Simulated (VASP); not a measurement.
VASP runs on NaCl (rock salt) share one base input (PBE GGA, plane waves, VASP's PBE PAW potentials (set 64)) and change the settings named in each case.

POSCAR:
```
NaCl
1
    0.0000000000     2.8764000000     2.8764000000
    2.8764000000     0.0000000000     2.8764000000
    2.8764000000     2.8764000000     0.0000000000
Na Cl
1 1
Direct
  0.0000000000   0.0000000000   0.0000000000
  0.5000000000   0.5000000000   0.5000000000
```

INCAR:
```
SYSTEM = NaCl
SIGMA = 0.05
EDIFF = 1E-6
ISIF = 2
PREC = Accurate
ALGO = Normal   # blocked Davidson
NELM = 100   # most electronic steps
ENCUT = 400   # plane-wave cut-off (eV)
ISMEAR = 0   # Gaussian
LCHARG = .FALSE.
LWAVE = .FALSE.
GGA = PE
LREAL = .FALSE.   # projection in real space or not
LASPH = .TRUE.
```

File KPOINTS:
```
K-points
0
Gamma
 7 7 7
```

POTCAR, in this order: Na_pv Cl (PBE.64 set). Program: vasp_std.

```tsv
change	E(σ→0) (eV/atom)	pressure (GPa)	plane waves
base run	-3.3874	-0.84	893
PREC = Low	-3.3949	-0.55	893
PREC = Normal	-3.3875	-0.85	893
PREC = Single	-3.3878	-0.86	893
ADDGRID = .TRUE.	-3.3874	-0.84	893
LASPH = .FALSE.	-3.3874	-0.84	893
LREAL = Auto	-3.3877	-0.84	893
```

Left out are runs that ran out of time, are held back, or changed the cell or the kind of run, fixed moments of cells without a moment, rows past the twelfth, gaps on odd meshes, pressures of charged cells and columns that move by less than the noise.

The compound is NaCl in the rock salt structure. The cell was not relaxed at this level.
